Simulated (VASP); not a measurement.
Given:

```
CuI
1.0
    0.00000     2.93835     2.93835
    2.93835     0.00000     2.93835
    2.93835     2.93835     0.00000
Cu I
1 1
Direct
  0.00000   0.00000   0.00000
  0.25000   0.25000   0.25000
```

These are revTPSS meta-GGA, VASP's PBE PAW potentials (set 64) (plane waves; VASP) values and carry that method's errors. Settings: 520 eV cut-off, 8×8×8 Γ-centred mesh, Gaussian smearing of 0.050 eV, potentials Cu I.

Task: Give the stress tensor in GPa (positive for a compressed cell).

Result: 
```
3.17  0.00  0.00
0.00  3.17  0.00
0.00  0.00  3.17
```
The pressure is its mean diagonal, 3.17 GPa.

The compound is CuI in the zinc blende structure. This cell is one point of a volume scan, at 0.94 of the reference volume.
